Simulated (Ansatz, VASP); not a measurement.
# LaScH6 in two plane-wave programs

One calculation is typed for both programs; each brings its own data sets. How far apart do they land? The cell is generated by rule, not measured, and may not be a known phase. Of the first pair: The cell is taken from a series of runs on this material, whose earlier steps may have relaxed, scaled, displaced or heated it; both programs get it as it stands.

Method: plane waves, with VASP 6.6.1 beside it; relaxation of cell and atoms at PBEsol, in Ansatz 0.2.0.

### Step 1. The structure

The structure is cubic, space group Pm-3 (No. 200). Conventional cell: a = 4.122 Å, b = 4.122 Å, c = 4.122 Å, α = 90.00°, β = 90.00°, γ = 90.00°. Nearest to La lie 12 H at 2.34 Å. Nearest to Sc lie 12 H at 2.27 Å. Nearest to H lie 2 H at 1.90 to 2.23 Å and 2 Sc at 2.27 Å and 2 La at 2.34 Å. Farther neighbours are not listed.

As a file:

```xyz
8
Lattice="4.1224 0.0000 0.0000 0.0000 4.1224 0.0000 0.0000 0.0000 4.1224" Properties=species:S:1:pos:R:3 pbc="T T T"
La    2.0612    2.0612    2.0612
Sc    0.0000    0.0000    0.0000
H     2.0612    3.1747    0.0000
H     0.0000    2.0612    0.9477
H     3.1747    0.0000    2.0612
H     2.0612    0.9477    0.0000
H     0.0000    2.0612    3.1747
H     0.9477    0.0000    2.0612
```

### Step 2. VASP: relaxation of cell and atoms, PBEsol, pair 1

The relaxed volume is the usual yardstick between codes: in a stiff, nearly cubic crystal its relative difference is about their pressure difference at one cell divided by the bulk modulus.

Lines of VASP's logs that name or quote its potential files are left out, and so is its time.

INCAR reads:

```
SYSTEM = LaScH6
PREC = Accurate
ENCUT = 500
EDIFF = 1E-07
NELM = 200
ISMEAR = 0
SIGMA = 0.01
LREAL = .FALSE.
ALGO = Normal
GGA = PS
NBANDS = 22
LASPH = .TRUE.
LORBIT = 11
LWAVE = .FALSE.
LCHARG = .FALSE.
ISIF = 3
IBRION = 2
NSW = 80
EDIFFG = -0.005
GGA_COMPAT = .FALSE.
NELMIN = 4
EFERMI = MIDGAP
LMAXMIX = 6
KPAR = 4
```

POSCAR reads:

```
LaScH6
1.0
    4.1224420000      0.0000000000      0.0000000000
    0.0000000000      4.1224420000      0.0000000000
    0.0000000000      0.0000000000      4.1224420000
La Sc H
1 1 6
Direct
    0.5000000000      0.5000000000      0.5000000000
    0.0000000000      0.0000000000      0.0000000000
    0.5000000000      0.7701085910      0.0000000000
    0.0000000000      0.5000000000      0.2298914090
    0.7701085910      0.0000000000      0.5000000000
    0.5000000000      0.2298914090      0.0000000000
    0.0000000000      0.5000000000      0.7701085910
    0.2298914090      0.0000000000      0.5000000000
```

KPOINTS reads:

```
Automatic mesh
0
Gamma
8 8 8
0 0 0
```

The projector-augmented-wave data sets are La, Sc_sv and H (PBE family, release 64).

Command:

```bash
$ mpirun -np 4 vasp_std
```

Numbers of over 12 decimals in the logs are rounded to 6 here.

The program printed:

```text
[banner, memory and clock lines left out]
running    4 mpi-ranks, on    1 nodes
 distrk:  each k-point on    1 cores,    4 groups
 distr:  one band on    1 cores,    1 groups

 POSCAR found type information on POSCAR LaScH
 POSCAR found :  3 types and       8 ions
|                                                                             |
|               ----> ADVICE to this user running VASP <----                  |
|                                                                             |
|     You enforced a specific xc type in the INCAR file but a different       |
|     [... a line on the potential file left out ...]
|     I HOPE YOU KNOW WHAT YOU ARE DOING!                                     |
|                                                                             |

 LDA part: xc-table for (Slater+PW92), standard interpolation
 POSCAR, INCAR and KPOINTS ok, starting setup
 FFT: planning ... GRIDC
 FFT: planning ... GRID_SOFT
 FFT: planning ... GRID
 WAVECAR not read
 entering main loop
       N       E                     dE             d eps       ncg     rms          rms(c)
DAV:   1     0.269205126883E+03    0.26921E+03   -0.10690E+04  2012   0.160E+03
DAV:   2     0.283950012790E+01   -0.26637E+03   -0.24676E+03  2480   0.394E+02
DAV:   3    -0.376510933396E+02   -0.40491E+02   -0.37574E+02  3130   0.158E+02
DAV:   4    -0.399809101046E+02   -0.23298E+01   -0.23246E+01  3608   0.341E+01
DAV:   5    -0.401222474141E+02   -0.14134E+00   -0.14129E+00  3060   0.643E+00    0.111E+01
DAV:   6    -0.358910061954E+02    0.42312E+01   -0.91632E+00  3240   0.240E+01    0.431E+00
DAV:   7    -0.355324543010E+02    0.35855E+00   -0.27232E+00  3640   0.124E+01    0.198E+00
DAV:   8    -0.357024957708E+02   -0.17004E+00   -0.26584E+00  3236   0.163E+01    0.260E+00
DAV:   9    -0.355032592998E+02    0.19924E+00   -0.32040E-01  3314   0.625E+00    0.103E+00
DAV:  10    -0.354760697972E+02    0.27190E-01   -0.11509E-01  3264   0.281E+00    0.183E-01
DAV:  11    -0.354766551373E+02   -0.58534E-03   -0.64785E-03  3912   0.787E-01    0.104E-01
DAV:  12    -0.354764740646E+02    0.18107E-03   -0.53451E-04  3254   0.243E-01    0.360E-02
DAV:  13    -0.354764869773E+02   -0.12913E-04   -0.22350E-04  3578   0.104E-01    0.232E-02
DAV:  14    -0.354764960712E+02   -0.90939E-05   -0.12481E-04  3864   0.921E-02    0.183E-02
DAV:  15    -0.354764909467E+02    0.51245E-05   -0.22699E-05  3426   0.381E-02    0.631E-03
DAV:  16    -0.354764899241E+02    0.10225E-05   -0.86761E-06  3816   0.271E-02    0.135E-03
DAV:  17    -0.354764899209E+02    0.32032E-08   -0.41932E-07  3004   0.413E-03
   1 F= -.35476490E+02 E0= -.35476490E+02  d E =-.354765E+02
 curvature:   0.00 expect dE= 0.000E+00 dE for cont linesearch  0.000E+00
 trial: gam= 0.00000 g(F)=  0.122E-04 g(S)=  0.439E-04 ort = 0.000E+00 (trialstep = 0.100E+01)
 search vector abs. value=  0.561E-04
 bond charge predicted
       N       E                     dE             d eps       ncg     rms          rms(c)
DAV:   1    -0.354766613359E+02   -0.17141E-03   -0.42093E-03  2664   0.689E-01    0.765E-02
DAV:   2    -0.354765478733E+02    0.11346E-03   -0.54204E-04  3340   0.278E-01    0.234E-02
DAV:   3    -0.354765314802E+02    0.16393E-04   -0.58382E-05  3028   0.646E-02    0.119E-02
DAV:   4    -0.354765289997E+02    0.24805E-05   -0.13150E-05  3606   0.325E-02    0.439E-03
DAV:   5    -0.354765295254E+02   -0.52565E-06   -0.19536E-06  3550   0.123E-02    0.192E-03
DAV:   6    -0.354765298208E+02   -0.29543E-06   -0.21465E-07  2592   0.388E-03    0.658E-04
DAV:   7    -0.354765298919E+02   -0.71059E-07   -0.65822E-08  1850   0.297E-03
   2 F= -.35476530E+02 E0= -.35476530E+02  d E =-.399709E-04
 trial-energy change:   -0.000040  1 .order   -0.000039   -0.000056   -0.000021
 step:   1.4433(harm=  1.5983)  dis= 0.00045  next Energy=   -35.476535 (dE=-0.447E-04)
 reached required accuracy - stopping structural energy minimisation
```

From OUTCAR (step 2):

```text
ion  position               nearest neighbor table
   1  0.500  0.500  0.500-
   2  0.000  0.000  0.000-
   3  0.500  0.770  0.000-
   4  0.000  0.500  0.230-
   5  0.770  0.000  0.500-
   6  0.500  0.230  0.000-
   7  0.000  0.500  0.770-
   8  0.230  0.000  0.500-

  LATTYP: Found a simple cubic cell.
 ALAT       =     4.1224420000

 Subroutine GETGRP returns: Found 24 space group operations
 (whereof 24 operations were pure point group operations)

The static configuration has the point symmetry T_h .

 Found     45 irreducible k-points:

   k-points           NKPTS =     45   k-points in BZ     NKDIM =     45   number of bands    NBANDS=     22

   dimension x,y,z NGX =    30 NGY =   30 NGZ =   30
   dimension x,y,z NGXF=    60 NGYF=   60 NGZF=   60

   ENCUT  =  500.0 eV  36.75 Ry    6.06 a.u.   7.52  7.52  7.52*2*pi/ulx,y,z

   NELECT =      28.0000    total number of electrons

 k-points in reciprocal lattice and weights: Automatic mesh
   0.00000000  0.00000000  0.00000000       0.002
   0.12500000  0.00000000  0.00000000       0.012
   0.25000000  0.00000000  0.00000000       0.012
   0.37500000  0.00000000  0.00000000       0.012
   0.50000000  0.00000000  0.00000000       0.006
   0.12500000  0.12500000  0.00000000       0.023
   0.25000000  0.12500000  0.00000000       0.023
  -0.12500000  0.25000000  0.00000000       0.023
   0.37500000  0.12500000  0.00000000       0.023
[...]
0.50000000  0.50000000  0.37500000       0.012
   0.50000000  0.50000000  0.50000000       0.002

 average (electrostatic) potential at core
       1 -96.8971       2 -45.9295       3 -29.7775       4 -29.7775       5 -29.7775
       6 -29.7775       7 -29.7775       8 -29.7775

 E-fermi :   5.3771

 k-point     1 :       0.0000    0.0000    0.0000
  band No.  band energies     occupation
    ...
     10       0.4498      2.00000
     11       0.4498      2.00000
     12       5.3119      2.00000
     13       5.3119      2.00000
     14       5.3119      2.00000
     15       6.6329      0.00000
     16       6.6329      0.00000
     17       6.6329      0.00000
     18       7.7639      0.00000
     19       7.7639      0.00000
    ...

 k-point     2 :       0.1250    0.0000    0.0000
  band No.  band energies     occupation
    ...
     10       0.5363      2.00000
     11       0.5772      2.00000
     12       4.8866      2.00000
     13       4.9409      2.00000
     14       5.0387      2.00000
     15       6.6762      0.00000
     16       6.7158      0.00000
     17       6.8941      0.00000
     18       7.6459      0.00000
     19       7.8708      0.00000
    ...

 k-point     3 :       0.2500    0.0000    0.0000
  band No.  band energies     occupation
    ...
     10       0.6821      2.00000
     11       0.9250      2.00000
     12       4.0006      2.00000
     13       4.3078      2.00000
     14       4.6109      2.00000
     15       6.6788      0.00000
     16       6.7876      0.00000
     17       7.1353      0.00000
     18       7.3323      0.00000
     19       8.1533      0.00000
    ...

  Total       -0.0140879     -0.0140879     -0.0140879     -0.0000000      0.0000000      0.0000000
  in kB       -0.3224625     -0.3224625     -0.3224625     -0.0000000      0.0000000      0.0000000
  external PRESSURE =      -0.3224625 kB  Pullay stress =       0.0000000 kB

  energy-cutoff  :      500.00
  volume of cell :       70.00
      direct lattice vectors                 reciprocal lattice vectors
     4.121217231 -0.000000000 -0.000000000     0.242646758 -0.000000000  0.000000000
     0.000000000  4.121217231  0.000000000     0.000000000  0.242646758  0.000000000
    -0.000000000  0.000000000  4.121217231     0.000000000 -0.000000000  0.242646758

 POSITION                                       TOTAL-FORCE (eV/Angst)
 -----------------------------------------------------------------------------------
      2.06061      2.06061      2.06061         0.000000      0.000000      0.000000
     -0.00000      0.00000      4.12122         0.000000      0.000000      0.000000
      2.06061      3.17347      4.12122         0.000000     -0.004496      0.000000
      0.00000      2.06061      0.94775         0.000000     -0.000000      0.004496
      3.17347     -0.00000      2.06061        -0.004496      0.000000      0.000000
      2.06061      0.94775      4.12122         0.000000      0.004496     -0.000000
      4.12122      2.06061      3.17347         0.000000      0.000000     -0.004496
      0.94775     -0.00000      2.06061         0.004496     -0.000000     -0.000000
 -----------------------------------------------------------------------------------
    total drift:                                0.000000      0.000000      0.000000

  FREE ENERGIE OF THE ION-ELECTRON SYSTEM (eV)
  ---------------------------------------------------
  free  energy   TOTEN  =       -35.4765298919 eV

  energy  without entropy=      -35.4765298919  energy(sigma->0) =      -35.47652989

 reached required accuracy - stopping structural energy minimisation

 total charge
# of ion       s       p       d       f       tot
--------------------------------------------------
    1        2.041   5.664   0.803   0.187   8.695
    2        2.156   6.120   0.975   0.000   9.251
    3        0.524   0.006   0.000   0.000   0.530
    4        0.524   0.006   0.000   0.000   0.530
    5        0.524   0.006   0.000   0.000   0.530
    6        0.524   0.006   0.000   0.000   0.530
    7        0.524   0.006   0.000   0.000   0.530
    8        0.524   0.006   0.000   0.000   0.530
--------------------------------------------------
tot          7.344  11.817   1.778   0.187  21.126

[... 3 further parts left out ...]
```

The run keeps the 24 symmetry operations of its start, so it cannot find a distortion of lower symmetry.

### Step 3. Ansatz: relaxation of cell and atoms, PBEsol, pair 1

Ansatz runs on its default PAW (the set named soft_2) files.

The same cell, functional and mesh now go to Ansatz, which takes its cutoff from its data sets.

input.yaml reads:

```yaml
crystal:
  lattice:
    - [4.1224423952, 0.0, 0.0]
    - [0.0, 4.1224423952, 0.0]
    - [0.0, 0.0, 4.1224423952]
  atoms:
    - { symbol: La, position: [0.5, 0.5, 0.5] }
    - { symbol: Sc, position: [0.0, 0.0, 0.0] }
    - { symbol: H, position: [0.5, 0.7701085527, 0.0] }
    - { symbol: H, position: [0.0, 0.5, 0.2298914473] }
    - { symbol: H, position: [0.7701085527, 0.0, 0.5] }
    - { symbol: H, position: [0.5, 0.2298914473, 0.0] }
    - { symbol: H, position: [0.0, 0.5, 0.7701085527] }
    - { symbol: H, position: [0.2298914473, 0.0, 0.5] }
kpoints:
  mp_grid: { grid: [8, 8, 8] }
hamiltonian:
  xc: pbesol
scf:
  occupations: { method: fixed }
output:
  forces: true
  stress: true
  eigenvalues: true
relax:
  adjacent_minimum: "off"
  f_tol: 0.001
  max_steps: 60
  cell: { stress_tol: 0.01 }
```

Command:

```bash
$ ansatz run input.yaml --threads 8 --pin off --max-ram 14336MiB --backend cpu --events-out ev --progress --plain --runs-dir out
```

The program printed:

```text
Engine: ansatz 0.2.0, x86_64-unknown-linux-gnu
Pseudopotentials: kind: paw
Pseudopotential: La, paw, valence charge 11, recommended cutoff 420 eV (normal), La.paw.azcp
Pseudopotential: Sc, paw, valence charge 11, recommended cutoff 420 eV (normal), Sc.paw.azcp
Pseudopotential: H, paw, valence charge 1, recommended cutoff 420 eV (normal), H.paw.azcp
Functional definition: PBEsol
  exchange = pbesol_x
  correlation = pbesol_c
Crystal: 8 atoms, lattice volume = 70.059 Å³
Basis set: ecut = 420 eV, 1357 PW (Γ), exchange–correlation on 60×60×60 points (8 copies of the dense FFT grid, shifted against one another)
Bands: 22, of which v1, the nominal top of the filled ones, is band 14 counted from 1 (13 counted from 0)
Symmetry: 24 space group operations
Space group: Pm-3 (ITA 200), of the structure as read, at distance tolerance 4.1e-5 Å
k-points: 45 of 512
Non-local potential: La, projectors of the file, l = 0: 3, l = 1: 2, l = 2: 2, l = 3: 3
Non-local potential: Sc, projectors of the file, l = 0: 3, l = 1: 2, l = 2: 3, l = 3: 1
Non-local potential: H, projectors of the file, l = 0: 2, l = 1: 1
PAW form: soft (Blöchl's): semilocal exchange-correlation on the pseudo side does not see the compensation charge
PAW frozen core: La, regenerated for the run's functional, and the local potential with it (the file was generated under x = pbe(κ = 0.804, μ = 0.219515), c = pbe(β = 0.066725))
PAW frozen core: Sc, regenerated for the run's functional, and the local potential with it (the file was generated under x = pbe(κ = 0.804, μ = 0.219515), c = pbe(β = 0.066725))
PAW one-centre angular grid: La, 590 points (default); XC on 64 Gauss nodes
PAW one-centre angular grid: Sc, 590 points (default); XC on 64 Gauss nodes
PAW one-centre angular grid: H, 110 points (default); XC on 64 Gauss nodes
Initial density: superposition of atomic densities (neutral atoms: chi_scale 0, normalization atom), corrected by the library's trained network
Initial wavefunctions: pseudopotential atomic-orbital guess
Functional: x = pbesol(κ = 0.804, μ = 0.123457), c = pbesol(β = 0.046)
SCF iter   1: F=—  HF=-8370.291587 eV  |F-HF|=—  |Δ(HF+E_count)|=         —  Δρ=6.25e-3  dr2=2.57e-2  ethr=1.77e-3  ⟨swp⟩=3.5  Hψ=3765  notcnv=0  defer=190
preconditioner: auto → Resta (q_TF=auto, 2.342 Å⁻¹)  ε∞=4.6  [insulator: Δε(μ)=0.165 eV  Ē_g=9.969 eV  n_scr=18 (ndim 8)  ℏωp=18.8 eV  f_vac=0.000  ε∞_Penn≈4.6]
SCF iter   2: F=—  HF=-8370.285650 eV  |F-HF|=—  |Δ(HF+E_count)|=   5.94e-3  Δρ=2.97e-3  dr2=3.43e-3  ethr=9.16e-5  ⟨swp⟩=2.3  Hψ=2046  notcnv=0  defer=263
SCF iter   3: F=—  HF=-8370.285135 eV  |F-HF|=—  |Δ(HF+E_count)|=   5.15e-4  Δρ=9.41e-4  dr2=4.16e-4  ethr=1.22e-5  ⟨swp⟩=2.0  Hψ=1070  notcnv=0  defer=268
SCF iter   4: F=—  HF=-8370.285074 eV  |F-HF|=—  |Δ(HF+E_count)|=   6.15e-5  Δρ=1.34e-4  dr2=8.52e-6  ethr=1.49e-6  ⟨swp⟩=2.4  Hψ=1518  notcnv=0  defer=267
SCF iter   5: F=—  HF=-8370.285068 eV  |F-HF|=—  |Δ(HF+E_count)|=   5.18e-6  Δρ=3.45e-5  dr2=4.40e-7  ethr=3.04e-8  ⟨swp⟩=2.6  Hψ=1420  notcnv=0  defer=167
SCF iter   6: F=-8370.285069 eV  HF=-8370.285069 eV  |F-HF|=8.93e-9  |Δ(HF+E_count)|=   3.01e-7  Δρ=4.65e-6  dr2=1.39e-8  ethr=3.57e-10  ⟨swp⟩=10.5  Hψ=5389  notcnv=0
SCF 1 converged in 6 iterations: F = -8370.285069 eV  dr2 = 1.39e-8
  greatest PAW one-centre occupation: 0.998 electrons in one spin orbital (limit 2), on the Sc atom at site 1 (counted from 0), in its partial waves of l = 0
relax step   1: F+E_penalty+E_count = -8370.28506862 eV  Δ(F+E_penalty+E_count) = +0.000e0 eV  max|allowed force component| = 1.131e-3 eV/Å  Δτ_max = 0.0000 Å  P = +0.027 GPa  Ω = 70.059 Å³  (6 SCF iters, dr2 threshold 1.00e-7 eV, accepted)
[...]
relax step   2: F+E_penalty+E_count = -8370.28501462 eV  Δ(F+E_penalty+E_count) = +5.399e-5 eV  max|allowed force component| = 3.795e-4 eV/Å  Δτ_max = 0.0004 Å  P = -0.049 GPa  Ω = 70.119 Å³  energy of the carried Pulay correction = -5.095e-5 eV  (5 SCF iters, dr2 threshold 1.79e-9 eV, rejected (line search))
[...]
relax step   3: F+E_penalty+E_count = -8370.28505435 eV  Δ(F+E_penalty+E_count) = +1.426e-5 eV  max|allowed force component| = 5.666e-4 eV/Å  Δτ_max = 0.0004 Å  P = +0.004 GPa  Ω = 70.079 Å³  energy of the carried Pulay correction = -1.690e-5 eV  (6 SCF iters, accepted)
[...]
relax step   4: F+E_penalty+E_count = -8370.28505435 eV  Δ(F+E_penalty+E_count) = +1.819e-12 eV  max|allowed force component| = 5.666e-4 eV/Å  Δτ_max = 0.0000 Å  P = +0.004 GPa  Ω = 70.079 Å³  stress off target by 4.37e-3 GPa  SCF on the basis re-selected at this cell (its energy is not comparable with the rows above)  (4 SCF iters)
basis re-selected at this cell: Δ(F+E_penalty+E_count) = +1.819e-12 eV, ΔP = +0.000 GPa vs the last step (what re-selecting the basis moved, of the pressure what is left beyond the Pulay correction that the steps carried, after the strain that the cell walked since its last selection, with what the two solves' SCF thresholds leave and, on support functions, any second-order correction that the steps lacked; it is no  [...]
SCF converged after 4 iterations
Free energy (F): -8370.285054 eV
Harris-Foulkes:  -8370.285054 eV  (|F-HF|=3.64e-12)
Internal energy: -8370.285054 eV  (E = F + TS)
E sigma→0 (E₀):  -8370.285054 eV
Fermi energy:    9.137318 eV
--- Per-component energies (eV) ---
  E_band       = -205.530343
  E_kinetic    = 536.662231
  E_local      = -1162.444877  (includes V_loc(G=0)·N_el)
  E_nonlocal   = 186.585067
  E_hartree    = 383.040195
  E_xc         = -297.829773
  E_vxc        = -349.039270  (∫ρ·V_xc dr)
  E_paw        = -6262.832440  (= ΣΔE_a)
  E_vpaw       = -183.367468  (= ΣTr[D̂ρ^β])
  E_aug_tail   = -0.006436  (compensation charges beyond the density's cutoff)
  E_ewald      = -1753.757556
  E_core_change = 0.298534  (= ΣΔE_core)
  E_smearing   = -0.000000  (= −TS)
  E_closure    = 0.000000  (closes the sum)
  Σ components = -8370.285054   (vs F -8370.285054, Δ=0.00e0)
--- Forces (eV/Å), atoms counted from 1 ---
  atom   1  La     0.00000000     0.00000000     0.00000000
  atom   2  Sc     0.00000000     0.00000000    -0.00000000
  atom   3  H     -0.00000000     0.00056657     0.00000000
  atom   4  H      0.00000000     0.00000000    -0.00056657
  atom   5  H      0.00056657     0.00000000     0.00000000
  atom   6  H      0.00000000    -0.00056657     0.00000000
  atom   7  H      0.00000000     0.00000000     0.00056657
  atom   8  H     -0.00056657     0.00000000     0.00000000
  max |Σ_I F_I| component: 3.25e-19 eV/Å
--- Stress (GPa, compression-positive) ---
        0.004366       0.000000       0.000000
        0.000000       0.004366       0.000000
        0.000000       0.000000       0.004366
  P = ⅓ Tr σ = 0.0044 GPa (0.044 kbar)
--- Band table (eV; the first three rows and the last of 45) ---
  k-point 0: bands = [... 10 lower, 4.2932, 9.1373, 9.1373, 9.1373, 10.4717, 10.4717, 10.4717, 11.6023, ... 4 higher]
  k-point 1: bands = [... 10 lower, 4.4204, 8.7153, 8.7710, 8.8684, 10.5139, 10.5518, 10.7293, 11.4742, ... 4 higher]
  k-point 2: bands = [... 10 lower, 4.7678, 7.8336, 8.1422, 8.4448, 10.5133, 10.6223, 10.9700, 11.1548, ... 4 higher]
  k-point 44: bands = [... 10 lower, 4.5384, 7.3329, 7.3329, 7.3329, 10.9790, 11.4464, 11.4464, 12.3306, ... 4 higher]
--- Relaxed structure (3 steps of the walk, 2 accepted, 1 SCFs on fresh bases) ---
  F+E_penalty+E_count = -8370.28505435 eV   max|allowed force component| = 5.666e-4 eV/Å   (the final SCF, on the basis selected at the relaxed cell)
  cell:  # Å, volume = 70.0788 Å³
    - [4.122831, 0, 0.0]
    - [0, 4.122831, 0.0]
    - [0.0, 0.0, 4.122831]
  atoms:
    - { symbol: La, position: [0.5, 0.5, 0.5] }
    - { symbol: Sc, position: [0, 0, 0] }
    - { symbol: H, position: [0.5, 0.770010, 0.0] }
    - { symbol: H, position: [0, 0.5, 0.229990] }
    - { symbol: H, position: [0.770010, 0, 0.5] }
    - { symbol: H, position: [0.5, 0.229990, 0.0] }
    - { symbol: H, position: [0, 0.5, 0.770010] }
    - { symbol: H, position: [0.229990, 0, 0.5] }
```

In the SCF lines HF is the Harris–Foulkes energy and dr2 the Hartree energy of the density residual, in eV; the loop may stop once dr2 is under the threshold and the program's other checks hold. Hψ counts applications of the Hamiltonian.

[end of part 1 of 2]

[Lines on the potential files, build, host, timing and source positions are cut from VASP's logs without a mark.]

[Logs are printed without paths, hosts, clocks, repeated set-up lines and the standing remarks that a program may print on its own settings, such as how far it seeks lower states.]

[Hosts, paths, dates, database ids (printed as entryN), source tags and the programs' standing remarks are cut or masked in the printed files.]
